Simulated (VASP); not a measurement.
# Ti: surface energy and work function by face, part 3 of 5

Which face of Ti is cheapest, and which holds its electrons hardest?

VASP 6.6.1; r2SCAN; plane waves and PAW (Ti).

So far. Step 3 (The bulk reference, job self-consistent run, k-mesh …): The run ends at a pressure of -0.09 GPa. Step 4 (Relaxing the slab, 8 atoms, face Ti(0001)): The run ended after 7 ionic steps, 0.119 eV below its first step, once the forces on the free atoms met EDIFFG = -0.03.

**5. Vacuum level and density of states, 8 atoms, face Ti(0001)**

A static run writes the electrostatic potential without exchange and correlation (LVHAR), which is flat in the vacuum and gives the level to count from. The dipole correction cancels the field that unlike faces would set up across the vacuum.

File INCAR:

```
SYSTEM = Ti
PREC = Normal
ENCUT = 320
EDIFF = 1E-06
NELM = 120
ISMEAR = 1
SIGMA = 0.15
LREAL = .FALSE.
ALGO = Normal
METAGGA = R2SCAN
LASPH = .TRUE.
NBANDS = 24
LORBIT = 11
LWAVE = .FALSE.
LCHARG = .TRUE.
KPAR = 4
IDIPOL = 3
LDIPOL = .TRUE.
DIPOL = 0.5 0.5 0.5
LVHAR = .TRUE.
LVACPOTAV = .TRUE.
NEDOS = 1500
```

File POSCAR:

```
Ti
1.0
    2.9213449237      0.0000000000      0.0000000000
    1.4606724618      2.5299589171      0.0000000000
    0.0000000000      0.0000000000     31.1268614650
Ti
8
Direct
    0.6666666700      0.6666666700      0.2437113815
    0.0000000000      0.0000000000      0.3123530251
    0.6666666700      0.6666666700      0.3891266141
    0.0000000000      0.0000000000      0.4624502848
    0.6666666700      0.6666666700      0.5375497152
    0.0000000000      0.0000000000      0.6108733859
    0.6666666700      0.6666666700      0.6876469749
    0.0000000000      0.0000000000      0.7562886185
```

File KPOINTS:

```
Automatic mesh
0
Gamma
12 12 1
0 0 0
```

Potentials, in the order of the species: Ti (PBE family, release 64).

Command:

```console
> mpirun -np 4 vasp_std
```

The log of the run:

```text
[... set-up lines as in an earlier step ...]
 entering main loop
       N       E                     dE             d eps       ncg     rms          rms(c)
DAV:   1     0.780077610881E+02    0.78008E+02   -0.80668E+03   912   0.765E+02
DAV:   2    -0.910287857638E+02   -0.16904E+03   -0.15813E+03  1040   0.199E+02
DAV:   3    -0.107863192381E+03   -0.16834E+02   -0.15650E+02  1360   0.629E+01
DAV:   4    -0.108689101691E+03   -0.82591E+00   -0.80960E+00  1488   0.149E+01
DAV:   5    -0.108710974382E+03   -0.21873E-01   -0.21742E-01  1384   0.216E+00    0.308E+01
DAV:   6    -0.190886443785E+03   -0.82175E+02   -0.79154E+02  1800   0.948E+01    0.528E+01
DAV:   7    -0.145191476796E+03    0.45695E+02   -0.19554E+03  1704   0.124E+02    0.335E+01
DAV:   8    -0.123849542479E+03    0.21342E+02   -0.52777E+02  1712   0.130E+02    0.382E+01
DAV:   9    -0.101898236306E+03    0.21951E+02   -0.20784E+02  1600   0.945E+01    0.142E+01
DAV:  10    -0.103919940976E+03   -0.20217E+01   -0.16352E+01  1512   0.218E+01    0.132E+01
DAV:  11    -0.103250139349E+03    0.66980E+00   -0.14809E+00  1496   0.714E+00    0.113E+01
DAV:  12    -0.102343987715E+03    0.90615E+00   -0.10056E+00  1368   0.744E+00    0.805E+00
DAV:  13    -0.101561040845E+03    0.78295E+00   -0.96230E-01  1208   0.727E+00    0.507E+00
DAV:  14    -0.101401462394E+03    0.15958E+00   -0.19014E-01  1456   0.245E+00    0.434E+00
DAV:  15    -0.101345103879E+03    0.56359E-01   -0.26360E-02  1264   0.106E+00    0.404E+00
DAV:  16    -0.100951620610E+03    0.39348E+00   -0.12372E+00  1176   0.775E+00    0.119E+00
DAV:  17    -0.100932556805E+03    0.19064E-01   -0.56120E-02  1416   0.115E+00    0.880E-01
DAV:  18    -0.100916384370E+03    0.16172E-01   -0.76939E-02  1168   0.202E+00    0.364E-01
DAV:  19    -0.100920874429E+03   -0.44901E-02   -0.11934E-02  1264   0.654E-01    0.311E-01
DAV:  20    -0.100918587791E+03    0.22866E-02   -0.12546E-02  1224   0.801E-01    0.857E-02
DAV:  21    -0.100919122354E+03   -0.53456E-03   -0.91345E-04  1456   0.147E-01    0.589E-02
DAV:  22    -0.100919401957E+03   -0.27960E-03   -0.48246E-04  1352   0.123E-01    0.406E-02
DAV:  23    -0.100919520187E+03   -0.11823E-03   -0.19713E-04  1248   0.849E-02    0.175E-02
DAV:  24    -0.100919628894E+03   -0.10871E-03   -0.46250E-05  1184   0.403E-02    0.996E-03
DAV:  25    -0.100919684301E+03   -0.55406E-04   -0.32773E-05  1224   0.346E-02    0.154E-02
DAV:  26    -0.100919747469E+03   -0.63168E-04   -0.43041E-05  1192   0.438E-02    0.464E-03
DAV:  27    -0.100919797388E+03   -0.49919E-04   -0.81402E-06  1088   0.165E-02    0.783E-03
DAV:  28    -0.100919815670E+03   -0.18282E-04   -0.44127E-06  1016   0.148E-02    0.231E-03
DAV:  29    -0.100919820149E+03   -0.44793E-05   -0.10706E-06   928   0.728E-03    0.128E-03
DAV:  30    -0.100919822839E+03   -0.26903E-05   -0.84579E-07   912   0.725E-03    0.110E-03
DAV:  31    -0.100919822988E+03   -0.14899E-06   -0.59804E-08   864   0.211E-03
 -----------------------------------------------------------------------------
|                                                                             |
|           W    W    AA    RRRRR   N    N  II  N    N   GGGG   !!!           |
|           W    W   A  A   R    R  NN   N  II  NN   N  G    G  !!!           |
|           W    W  A    A  R    R  N N  N  II  N N  N  G       !!!           |
|           W WW W  AAAAAA  RRRRR   N  N N  II  N  N N  G  GGG   !            |
|           WW  WW  A    A  R   R   N   NN  II  N   NN  G    G                |
|           W    W  A    A  R    R  N    N  II  N    N   GGGG   !!!           |
|                                                                             |
|     Did not find any points to average over, which means that no vacuum     |
|     field-free region was found. Please increase the size of  your cell     |
|     in the dimension of the dipole correction to obtain accurate            |
|     workfunction values.                                                    |
|                                                                             |
 -----------------------------------------------------------------------------

   1 F= -.10091982E+03 E0= -.10091937E+03  d E =-.137293E-02
```

Elapsed: 66 s, on 4 MPI ranks of Intel Xeon Platinum 8488C (Sapphire Rapids), shared host; peak memory 0.75 GiB; 4.2 min of CPU time.

OUTCAR, selected parts (step 5):

```text
   NELECT =      32.0000    total number of electrons

 dipolmoment           0.000000      0.000000     -0.000002 electrons x Angstroem

 E-fermi :   0.1646

 k-point     1 :       0.0000    0.0000    0.0000
  band No.  band energies     occupation
    ...
      6      -3.3746      2.00000
      7      -2.9447      2.00000
      8      -2.7535      2.00000
      9      -0.1195      2.02216
     10      -0.0989      2.03225
     11       0.2157      0.45945
     12       0.3877     -0.05647
     13       0.5769     -0.00071
     14       0.6188     -0.00016
     15       0.8403     -0.00000
    ...

  Total       -0.7984286     -0.7984286     -0.4846358      0.0000000     -0.0000000      0.0000000
  in kB       -5.5605155     -5.5605155     -3.3751608      0.0000000     -0.0000000      0.0000000
  external PRESSURE =      -4.8320639 kB  Pullay stress =       0.0000000 kB

 POSITION                                       TOTAL-FORCE (eV/Angst)
 -----------------------------------------------------------------------------------
      2.92134      1.68664      7.58597         0.000000     -0.000000      0.009668
      0.00000      0.00000      9.72257        -0.000000     -0.000000      0.025983
      2.92134      1.68664     12.11229        -0.000000     -0.000000      0.001043
      0.00000      0.00000     14.39463         0.000000      0.000000      0.018127
      2.92134      1.68664     16.73224         0.000000      0.000000     -0.018127
      0.00000      0.00000     19.01457        -0.000000      0.000000     -0.001043
      2.92134      1.68664     21.40429         0.000000      0.000000     -0.025983
      0.00000      0.00000     23.54089        -0.000000      0.000000     -0.009668
 -----------------------------------------------------------------------------------
    total drift:                               -0.000023     -0.000013      0.000168

  FREE ENERGIE OF THE ION-ELECTRON SYSTEM (eV)
  ---------------------------------------------------
  free  energy   TOTEN  =      -100.9198229885 eV

  energy  without entropy=     -100.9184500623  energy(sigma->0) =     -100.91936535

 vacuum level on the upper side and lower side of the slab         4.691         4.692

[... 8 parts as in an earlier step ...]

[... 9 further parts left out ...]
```

Numbers from this step:

```yaml
electronic_steps: 31
fermi_energy: 0.1646 eV
dipole_moment: 0, 0, -2.00e-6 e·Å
vacuum_levels: 4.691, 4.692 eV
work_functions_of_the_upper_and_lower_face: 4.526, 4.527 eV
```

The planar average of the electrostatic potential oscillates, so the rows of the table below give means over windows of 2.33 Å about each position, cut where the curve ends. Its maxima inside the range that stand out by 2 % of the span (Å: eV): 8.7: -1.56, 10.9: -0.137, 13.2: -0.811, 15.6: -0.391, 17.9: -0.811, 20.2: -0.137, 22.5: -1.56. Its minima: 7.6: -5.60, 9.8: -5.43, 12.1: -5.45, 14.5: -5.49, 16.8: -5.49, 19.0: -5.45, 21.3: -5.43, 23.6: -5.60.

Zero at the Fermi level. Planar average of the electrostatic potential against height; means over each step:

height (Å), planar average of the electrostatic potential (eV) and a bar from the least value:
```
     1.17       4.53 ##############################
     3.50       4.51 ##############################
     5.83       2.25 ######################
     8.16      -3.65 
    10.48      -2.97 ###
    12.82      -3.30 #
    15.14      -3.13 ##
    17.48      -3.32 #
    19.80      -2.97 ##
    22.13      -3.62 
    24.46      -1.11 #########
    26.80       4.42 ##############################
    29.12       4.53 ##############################
```

Density of states in the PAW spheres, an atom over height of the layer and energy from the Fermi level.

Values in states/eV, 22 rows by 8 columns, each cell a mean:
```
1.80 1.29 1.95 1.92 1.92 1.95 1.29 1.80
1.72 0.83 1.02 0.93 0.93 1.02 0.83 1.72
1.25 0.67 0.85 0.74 0.74 0.85 0.67 1.25
1.08 1.30 1.70 1.52 1.52 1.70 1.30 1.08
1.42 1.63 1.11 1.31 1.31 1.11 1.63 1.42
0.81 0.95 0.97 1.05 1.05 0.97 0.95 0.81
0.92 1.20 1.13 1.15 1.15 1.13 1.20 0.92
0.87 1.03 0.87 0.87 0.87 0.87 1.03 0.87
0.45 0.64 0.61 0.67 0.67 0.61 0.64 0.45
0.33 0.42 0.44 0.43 0.43 0.44 0.42 0.33
0.21 0.22 0.20 0.24 0.24 0.20 0.22 0.21
0.15 0.18 0.20 0.16 0.16 0.20 0.18 0.15
0.14 0.15 0.15 0.19 0.19 0.15 0.15 0.14
0.09 0.12 0.11 0.09 0.09 0.11 0.12 0.09
0.07 0.11 0.10 0.13 0.13 0.10 0.11 0.07
0.05 0.10 0.07 0.06 0.06 0.07 0.10 0.05
0.02 0.06 0.08 0.07 0.07 0.08 0.06 0.02
0.01 0.02 0.03 0.04 0.04 0.03 0.02 0.01
0.00 0.00 0.00 0.00 0.00 0.00 0.00 0.00
0.00 0.00 0.00 0.00 0.00 0.00 0.00 0.00
0.00 0.00 0.00 0.00 0.00 0.00 0.00 0.00
0.00 0.00 0.00 0.00 0.00 0.00 0.00 0.00
```
Columns: height of the layer (Å) from 7.6 to 23.5 (not evenly spaced); rows upwards: energy from the Fermi level (eV) from -7.9 to 0.5.

Valence density in the ca plane at fractional y = 0.000, with atoms of Ti within 0.2 Å of it. It is the smooth field of the valence electrons, not physical close to the nuclei.

Values in units of 1e-1 e/Å³, 5 rows by 16 columns, each cell a mean:
```
2.1 4.2 5.4 2.0 2.2 2.2 6.4 3.0 2.0 2.4 3.9 5.9 0.6 0.1 0.0 0.0
1.9 2.0 2.1 1.8 2.1 1.8 2.2 1.7 1.8 2.1 2.2 1.9 0.6 0.1 0.0 0.0
1.9 1.8 1.8 1.7 2.4 1.8 1.8 1.7 2.0 2.2 2.0 1.5 0.6 0.1 0.0 0.0
1.9 2.4 2.7 1.8 2.0 1.8 3.1 1.9 1.8 2.2 2.5 2.8 0.6 0.1 0.0 0.0
2.2 5.2 6.8 2.1 2.2 2.4 8.0 3.6 2.0 2.5 4.5 7.5 0.6 0.1 0.0 0.0
```
Columns run along c (16.0 Å, from fractional 0.40 to 0.92 of the cell), rows up along a (2.9 Å). Atoms in or near the plane, at fractional coordinates: Ti at (0.46, 0.00), Ti at (0.61, 0.00), Ti at (0.76, 0.00).

The map of layer states is cut here 0.5 eV above the Fermi level, so it leaves out the states above that.

The vacuum level lies 4.53 eV above the Fermi level at the upper face; both faces agree, as the slab has next to no dipole.

The program found no field-free point at its default tolerance, but its printed level agrees with the flat part of the planar average.

On this mesh the fine structure of the density of states is sampling noise, and high empty states may be cut by the number of bands.

(Continued in part 4 of 5.)

[Lines on the potential files, build, host, timing and source positions are cut from VASP's logs without a mark.]

[Logs are printed without paths, hosts, clocks, repeated set-up lines and the standing remarks that a program may print on its own settings, such as how far it seeks lower states.]

[Hosts, paths, dates, database ids (printed as entryN), source tags and the programs' standing remarks are cut or masked in the printed files.]

[Runs that stopped without an error message from VASP are left out.]

[In band tables of VASP the shares of atoms and orbitals are scaled to a sum of 1 inside the atoms' spheres.]
